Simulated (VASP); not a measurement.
Here is the system:

```
CoTi
1.0
    2.93964     0.00000     0.00000
    0.00000     2.93964     0.00000
    0.00000     0.00000     2.93964
Ti Co
1 1
Direct
  0.00000   0.00000   0.00000
  0.50000   0.50000   0.50000
```

The numbers are results of PBE GGA, VASP's PBE PAW potentials (set 64) (plane waves; VASP 6.6.1), not measurements. Numerical set-up: 520 eV cut-off, 12×12×12 Γ-centred mesh, first-order Methfessel-Paxton smearing of 0.10 eV, potentials Ti_sv Co.

Predict the energy per atom (σ→0), pressure, band gap (on the k-mesh) with the smallest direct gap where there is one.

```json
{
  "band gap (on the k-mesh)": "none (metal, semimetal or under 0.01 eV)",
  "energy per atom (σ→0)": "-7.810 eV/atom",
  "pressure": "5.59 GPa"
}
```

The absolute energy has meaning only against runs of the same code, potentials and settings.

The compound is TiCo in the CsCl type structure. This cell is one point of a volume scan, at 0.97 of the reference volume. The run is not spin-polarised, so no magnetic state was tried. The electron count is odd and the run is not spin-polarised, which forces a metal.
